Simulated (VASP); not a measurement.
VASP input:

**INCAR**
```
IBRION=2   ! conjugate gradients
LMAXMIX=4
EDIFFG=-0.02
ISIF=3
NSW=40   ! most ionic steps
ALGO=Normal
SIGMA=0.1   ! width (eV)
NELM=100   ! most electronic steps
LREAL=F
PSTRESS=300
PREC=Accurate
LCHARG=F
LASPH=T   ! aspherical one-centre terms
ISMEAR=1
SYSTEM=ZrS2
EDIFF=1E-6
LWAVE=F
ENCUT=500
```

### KPOINTS
```
kpoints
0
G
11 11 6
0 0 0
```

POSCAR:
```
ZrS2
1
    1.6735875203    -2.8987386754     0.0000000000
    1.6735875203     2.8987386754     0.0000000000
    0.0000000000     0.0000000000     5.1300168629
Zr S
1 2
Direct
  0.0000000000   0.0000000000   0.0000000000
  0.3333330000   0.6666670000   0.2955990608
  0.6666670000   0.3333330000   0.7044009392
```

POTCAR, in this order: Zr_sv S (LDA.64 set). Program: vasp_std.

**Question.** Translate this LDA calculation to Quantum ESPRESSO's pw.x.

**Answer.** One equivalent input (not run):
```
&CONTROL
  calculation = 'vc-relax'
  pseudo_dir = './pseudo'
  outdir = './out'
  tprnfor = .true.
  tstress = .true.
  nstep = 40
  forc_conv_thr = 0.00078
/
&SYSTEM
  ibrav = 0
  nat = 3
  ntyp = 2
  ecutwfc = 70
  occupations = 'smearing'
  smearing = 'methfessel-paxton'
  degauss = 0.00735
  input_dft = 'pz'
/
&ELECTRONS
  conv_thr = 7.3e-08
  electron_maxstep = 100
/
&IONS
/
&CELL
  press = 300
/
ATOMIC_SPECIES
  Zr 91.224 Zr.upf
  S 32.060 S.upf
CELL_PARAMETERS angstrom
     1.6735875   -2.8987387    0.0000000
     1.6735875    2.8987387    0.0000000
     0.0000000    0.0000000    5.1300169
ATOMIC_POSITIONS crystal
  Zr   0.0000000  0.0000000  0.0000000
  S    0.3333330  0.6666670  0.2955991
  S    0.6666670  0.3333330  0.7044009
K_POINTS automatic
  11 11 6 0 0 0
```
What does not carry over: the potentials are each code's own (VASP's PAW set, PseudoDojo norm-conserving files in pw.x), so ENCUT and ecutwfc are chosen apart and not converted; conv_thr bounds pw.x's estimated SCF error, while EDIFF bounds the energy change between steps; forc_conv_thr acts on force components and is met together with etot_conv_thr.

The compound is ZrS2 in the 1T layered structure. This run relaxes it under an external pressure of 30 GPa. Symmetry was kept, so distortions that lower it aren't found.
